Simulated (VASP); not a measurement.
# How SCF solver and k-mesh change a VASP run on Hf (Hafnium), part 3 of 3

How sensitive are energy and pressure of Hf (Hafnium) to the SCF solver and k-mesh? The series runs use PBEsol. The start is a cell from a database of measured crystal structures.

VASP 6.6.1; PBEsol; plane waves and PAW (Hf_pv).

So far. Step 15 (K-mesh: 7 7 4): Against the run before the energy moves by -27.09 meV an atom and the pressure by -0.44 GPa, after 12 cycles in 4 s.

### 16. K-mesh: 10 10 5 (continued)

Parts of OUTCAR (step 16):

```text
  Total       -1.1697979     -1.1697979     -1.3146970      0.0000000     -0.0000000      0.0000000
  in kB      -41.8721601    -41.8721601    -47.0587295      0.0000000     -0.0000000      0.0000000
  external PRESSURE =     -43.6010166 kB  Pullay stress =       0.0000000 kB

  FREE ENERGIE OF THE ION-ELECTRON SYSTEM (eV)
  ---------------------------------------------------
  free  energy   TOTEN  =       -20.9883054542 eV

  energy  without entropy=      -20.9773991842  energy(sigma->0) =      -20.98285232

[... 2 parts as in an earlier step ...]

[... 2 further parts left out ...]
[key lines of the parts left out:]
E-fermi :   4.7441
```

Against the run before the energy moves by -0.90 meV an atom and the pressure by -0.38 GPa, after 11 cycles in 5.6 s.

### 17. K-mesh: 12 12 7

INCAR reads:

```
SYSTEM = Hf
PREC = Accurate
ENCUT = 400
EDIFF = 1E-06
NELM = 100
ISMEAR = -1
SIGMA = 0.05
LREAL = .FALSE.
ALGO = Normal
GGA = PS
NBANDS = 16
LASPH = .TRUE.
LORBIT = 11
LWAVE = .FALSE.
LCHARG = .FALSE.
KPAR = 2
ISIF = 2
```

POSCAR reads:

```
Hf
1.0
    3.1967000000      0.0000000000      0.0000000000
   -1.5983500000      2.7684234083      0.0000000000
    0.0000000000      0.0000000000      5.0578000000
Hf
2
Direct
    0.3333333333      0.6666666667      0.2500000000
    0.6666666667      0.3333333333      0.7500000000
```

KPOINTS reads:

```
Automatic mesh
0
Gamma
12 12 7
0 0 0
```

PAW data sets: Hf_pv (PBE family, release 64).

Command:

```sh
mpirun -np 2 vasp_std
```

Output:

```text
[... set-up lines as in an earlier step ...]
 entering main loop
       N       E                     dE             d eps       ncg     rms          rms(c)
DAV:   1     0.408966309243E+02    0.40897E+02   -0.10140E+04  2456   0.980E+02
DAV:   2    -0.203103220102E+02   -0.61207E+02   -0.59791E+02  3248   0.225E+02
DAV:   3    -0.217771304684E+02   -0.14668E+01   -0.14606E+01  3192   0.250E+01
DAV:   4    -0.217888152162E+02   -0.11685E-01   -0.11682E-01  3056   0.279E+00
[...]
DAV:   9    -0.209886321389E+02   -0.10134E-03   -0.11908E-03  3400   0.253E-01    0.196E-01
DAV:  10    -0.209886224140E+02    0.97249E-05   -0.52485E-05  2904   0.516E-02    0.219E-01
DAV:  11    -0.209886229788E+02   -0.56471E-06   -0.55588E-06  3168   0.165E-02
   1 F= -.20988623E+02 E0= -.20982020E+02  d E =-.132054E-01
```

It took 8.6 s on 2 MPI ranks of AMD EPYC 9R45, shared host; peak memory 0.28 GiB.

OUTCAR, selected parts (step 17):

```text
  Total       -1.1394260     -1.1394260     -1.2009127      0.0000000     -0.0000000      0.0000000
  in kB      -40.7850199    -40.7850199    -42.9858958      0.0000000     -0.0000000      0.0000000
  external PRESSURE =     -41.5186452 kB  Pullay stress =       0.0000000 kB

  FREE ENERGIE OF THE ION-ELECTRON SYSTEM (eV)
  ---------------------------------------------------
  free  energy   TOTEN  =       -20.9886229788 eV

  energy  without entropy=      -20.9754175336  energy(sigma->0) =      -20.98202026

[... 2 parts as in an earlier step ...]

[... 2 further parts left out ...]
[key lines of the parts left out:]
E-fermi :   4.7614
```

Against the run before the energy moves by +0.42 meV an atom and the pressure by +0.21 GPa, after 11 cycles in 8.6 s.

### 18. K-mesh: 15 15 8

INCAR is that of step 17.

POSCAR is that of step 17.

KPOINTS reads:

```
Automatic mesh
0
Gamma
15 15 8
0 0 0
```

Command:

```sh
mpirun -np 2 vasp_std
```

Output:

```text
[... set-up lines as in an earlier step ...]
 entering main loop
       N       E                     dE             d eps       ncg     rms          rms(c)
DAV:   1     0.406822853945E+02    0.40682E+02   -0.10028E+04  4400   0.973E+02
DAV:   2    -0.203443468031E+02   -0.61027E+02   -0.59656E+02  5816   0.225E+02
DAV:   3    -0.217768142643E+02   -0.14325E+01   -0.14249E+01  5664   0.248E+01
DAV:   4    -0.217882213289E+02   -0.11407E-01   -0.11404E-01  5480   0.272E+00
[...]
DAV:  10    -0.209890740878E+02    0.10450E-04   -0.44860E-05  5104   0.477E-02    0.185E-01
DAV:  11    -0.209890755820E+02   -0.14943E-05   -0.43139E-06  5536   0.144E-02    0.108E-02
DAV:  12    -0.209890756337E+02   -0.51687E-07   -0.34055E-07  3024   0.410E-03
   1 F= -.20989076E+02 E0= -.20982721E+02  d E =-.127083E-01
```

Run time: 15 s. Hardware: 2 MPI ranks; peak memory 0.32 GiB.

Parts of OUTCAR (step 18):

```text
  Total       -1.1519458     -1.1519458     -1.2217077      0.0000000     -0.0000000     -0.0000000
  in kB      -41.2331582    -41.2331582    -43.7302376      0.0000000     -0.0000000     -0.0000000
  external PRESSURE =     -42.0655180 kB  Pullay stress =       0.0000000 kB

  FREE ENERGIE OF THE ION-ELECTRON SYSTEM (eV)
  ---------------------------------------------------
  free  energy   TOTEN  =       -20.9890756337 eV

  energy  without entropy=      -20.9763673577  energy(sigma->0) =      -20.98272150

[... 2 parts as in an earlier step ...]

[... 2 further parts left out ...]
[key lines of the parts left out:]
E-fermi :   4.7616
```

Against the run before the energy moves by -0.35 meV an atom and the pressure by -0.05 GPa, after 12 cycles in 15 s.

### 19. The k-mesh series as a table

This step: convergence of PBEsol results with the mesh; plane waves and PAW (VASP 6.6.1).

Derived from the runs above.

Differences are taken from the run with 15 15 8. Results of the series, by row:

| setting | status | energy less the reference (meV/atom) | pressure (GPa) | SCF cycles | wall time (s) |
| --- | --- | --- | --- | --- | --- |
| 2 2 2 | converged | -392.7 | -12.88 | 12 | 1.6 |
| 3 3 2 | converged | -26.4 | -4.507 | 12 | 2.2 |
| 4 4 3 | converged | 25.48 | -3.815 | 11 | 2.2 |
| 6 6 3 | converged | 27.93 | -3.533 | 11 | 2.8 |
| 7 7 4 | converged | 0.8386 | -3.977 | 12 | 4 |
| 10 10 5 | converged | -0.06541 | -4.36 | 11 | 5.6 |
| 12 12 7 | converged | 0.3506 | -4.152 | 11 | 8.6 |
| 15 15 8 | converged | 0 | -4.207 | 12 | 15 |

### 20. Outcome

```
fewest SCF cycles                                                      : AMIX = 0.8 (11)
most SCF cycles among converged runs                                   : IMIX = 1, AMIX = 0.2 (30)
spread of the pressure over the SCF solver                             : 0.0346 GPa
spread of the energy over the SCF solver                               : 0.00293 meV/atom
k-mesh from which the energy stays within 10 meV/atom of the reference : 7 7 4
k-mesh from which the energy stays within 1 meV/atom of the reference  : 7 7 4
k-mesh from which the pressure stays within 0.2 GPa of the reference   : 10 10 5
spread of the pressure over the k-mesh                                 : 9.35 GPa
spread of the energy over the k-mesh                                   : 421 meV/atom
```

What this shows: All SCF solvers that converged agree within 0.05 meV an atom. No setting beats the 3.6 s of ALGO = Normal by a fifth or more; the slowest converged run is IMIX = 1, AMIX = 0.2, at 8.4 s. On a shared host such times are rough. From 7 7 4 on, the energy stays within 1 meV an atom of the reference, at 27 % of its time. The pressure holds within 0.2 GPa from 10 10 5 on. The energy swings above and below the reference, since the sum over k-points is not variational. A metal's Fermi surface slows this convergence. Differences are taken from the run with 15 15 8, which is itself not the exact limit. Forces vanish by symmetry in this cell, so the series can't test them. The run at 2 2 2 is over 30 meV an atom or 2 GPa off and describes the material poorly.

[Lines on the potential files, build, host, timing and source positions are cut from VASP's logs without a mark.]

[Logs are printed without paths, hosts, clocks, repeated set-up lines and the standing remarks that a program may print on its own settings, such as how far it seeks lower states.]

[Hosts, paths, dates, database ids (printed as entryN), source tags and the programs' standing remarks are cut or masked in the printed files.]

[A measured line is paired with the nearest computed mode of its activity, which favours agreement.]
